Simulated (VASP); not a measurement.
BaZrO3:

```
CELL_PARAMETERS angstrom
4.19134 0.00000 0.00000
0.00000 4.19134 0.00000
0.00000 0.00000 4.19134
ATOMIC_POSITIONS crystal
Ba 0.50000 0.50000 0.50000
Zr 0.00000 0.00000 0.00000
O 0.50000 0.00000 0.00000
O 0.00000 0.50000 0.00000
O 0.00000 0.00000 0.50000
```

The cell was built by a generator and needn't be a form met in nature.

```yaml
Program: VASP 6.6.1
Task: relaxation of cell and atoms
Functional: PBE
Potentials_or_basis: VASP PAW PBE potentials, release 64 (Ba_sv, Zr_sv, O)
Cutoff: 600 eV
k_mesh: 6 × 6 × 6
Occupations: gaussian, width 0.03 eV
Spin: no spin polarisation
```

At the start: pressure 4.9 GPa; volume 14.73 Å³/atom.

Where does the relaxation end?

Over 3 steps the energy falls by 6.9 meV/atom and the volume is 15.19 Å³/atom (+3.2 %); space group Pm-3m (No. 221, to 0.05 Å).

Step by step:
| step | energy change (eV) | largest force (eV/Å) | pressure (GPa) | volume (Å³) |
| --- | --- | --- | --- | --- |
| 1 | 0.0000 | 0.0000 | 4.94 | 73.63 |
| 2 | 0.0050 | 0.0000 | -4.70 | 78.57 |
| 3 | -0.0347 | 0.0000 | -0.01 | 75.96 |

Final structure:
```
Ba Zr O
1.0
     4.23510    0.00000    0.00000
     0.00000    4.23510    0.00000
     0.00000    0.00000    4.23510
Ba Zr O
1 1 3
Direct
  0.50000 0.50000 0.50000
  0.00000 0.00000 0.00000
  0.50000 0.00000 0.00000
  0.00000 0.50000 0.00000
  0.00000 0.00000 0.50000
```
